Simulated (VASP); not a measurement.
VASP runs on BAs (space group F-43m) share one base input (PBE GGA, plane waves, VASP's PBE PAW potentials (set 64)) and change the settings named in each case.

**POSCAR**
```
BAs
3.379970
  0.0000000000   0.7071068678   0.7071068678
  0.7071068678   0.0000000000   0.7071068678
  0.7071068678   0.7071068678   0.0000000000
B As
1 1
direct
  0.0000000000   0.0000000000   0.0000000000
  0.2500000000   0.2500000000   0.2500000000
```

**INCAR**
```
! general
SYSTEM  = BAs
PREC    = Accurate
ENCUT   = 400   ! plane-wave cut-off (eV)
LREAL   = .FALSE.   ! projection in real space or not
LASPH   = .TRUE.   ! aspherical one-centre terms

! electronic loop
EDIFF   = 1E-6
NELM    = 100
ALGO    = Normal   ! blocked Davidson
LMAXMIX = 4   ! l cut-off of mixed one-centre charges

! smearing
ISMEAR  = -1   ! Fermi-Dirac
SIGMA   = 0.05

! functional
GGA     = PE   ! PBE

! ions
ISIF    = 2   ! forces and stress, cell fixed

! output
LWAVE   = .FALSE.
LCHARG  = .FALSE.
```

File KPOINTS:
```
Regular mesh
0
G
8 8 8
0 0 0
```

POTCAR, in this order: B As (PBE.64 set). Program: vasp_std.

```csv
change,E(σ→0) (eV/atom),pressure (GPa),gap on the mesh (eV)
base run,-5.7024,3.15,1.19
GGA = PS,-6.1004,…,…
"GGA_COMPAT = .FALSE., LNONCOLLINEAR = .TRUE., LSORBIT = .TRUE., MAGMOM = 0.0 0.0 0.0 0.0 0.0 0.0, program vasp_ncl",-5.7076,…,…
KPOINTS 2×2×2 Γ-centred mesh,-4.2567,15.11,1.28
```

Question: What belongs in the gaps?

Answer: 
- GGA_COMPAT = .FALSE., LNONCOLLINEAR = .TRUE., LSORBIT = .TRUE., MAGMOM = 0.0 0.0 0.0 0.0 0.0 0.0, program vasp_ncl, pressure (GPa): 3.18
- GGA_COMPAT = .FALSE., LNONCOLLINEAR = .TRUE., LSORBIT = .TRUE., MAGMOM = 0.0 0.0 0.0 0.0 0.0 0.0, program vasp_ncl, gap on the mesh (eV): 1.13
- GGA = PS, pressure (GPa): -0.21
- GGA = PS, gap on the mesh (eV): 1.09

Energies of different potentials or functionals have different zeros.  At 400 eV the pressure can carry a Pulay error.

Left out are runs that ran out of time, are held back, or changed the cell or the kind of run, fixed moments of cells without a moment, rows past the twelfth, gaps on odd meshes, pressures of charged cells and columns that move by less than the noise.

The structure is a typed BAs crystal (F-43m). The cell was not relaxed at this level.
